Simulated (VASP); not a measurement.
Given:

```yaml
crystal:
  lattice:
    - [0.00000, 2.83972, 2.83972]
    - [2.83972, 0.00000, 2.83972]
    - [2.83972, 2.83972, 0.00000]
  atoms:
    - { symbol: Al, position: [0.00000, 0.00000, 0.00000] }
    - { symbol: As, position: [0.25000, 0.25000, 0.25000] }
```

Calculation: PBE GGA, VASP's PBE PAW potentials (set 64) (plane waves; VASP 6.6.1). Numerical set-up: 480 eV cut-off, 8×8×8 Γ-centred mesh, Gaussian smearing of 0.050 eV, potentials Al As.

### Question
Estimate the energy per atom (σ→0), pressure, band gap (on the k-mesh) with the smallest direct gap where there is one.

### Answer

```yaml
band gap (on the k-mesh): 1.45 eV
smallest direct gap (on the k-mesh): 1.98 eV
energy per atom (σ→0): -4.690 eV/atom
pressure: 2.00 GPa
```

The absolute energy has meaning only against runs of the same code, potentials and settings.

The compound is AlAs in the zinc blende structure. It was relaxed first under an external pressure of 2 GPa.
